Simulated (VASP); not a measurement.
```
TiCl3
1.0
    6.27000     0.00000     0.00000
   -3.13500     5.42998     0.00000
    0.00000     0.00000     5.82000
Cl Ti
6 2
Direct
  0.31500   0.00000   0.25000
  0.31500   0.31500   0.75000
  0.00000   0.31500   0.25000
  0.68500   0.00000   0.75000
  0.68500   0.68500   0.25000
  0.00000   0.68500   0.75000
  0.00000   0.00000   0.00000
  0.00000   0.00000   0.50000
```

Method: PBEsol GGA, VASP's PBE PAW potentials (set 64) (plane waves; VASP). Run with 300 eV cut-off, 4×4×4 Γ-centred mesh, Fermi-Dirac smearing of 0.050 eV, potentials Cl Ti_sv.

At this cut-off the stress carries a Pulay error, which pulls relaxed volumes low.

Task: What does the run give for the energy per atom (σ→0), pressure, band gap (on the k-mesh) with the smallest direct gap where there is one?

Result: 
band gap (on the k-mesh): none (metal, semimetal or under 0.01 eV)
energy per atom (σ→0): -5.180 eV/atom
pressure: -45.3 kbar

The structure comes from a measured TiCl3 entry of the Crystallography Open Database, whose conditions weren't checked. The cell was not relaxed at this level.
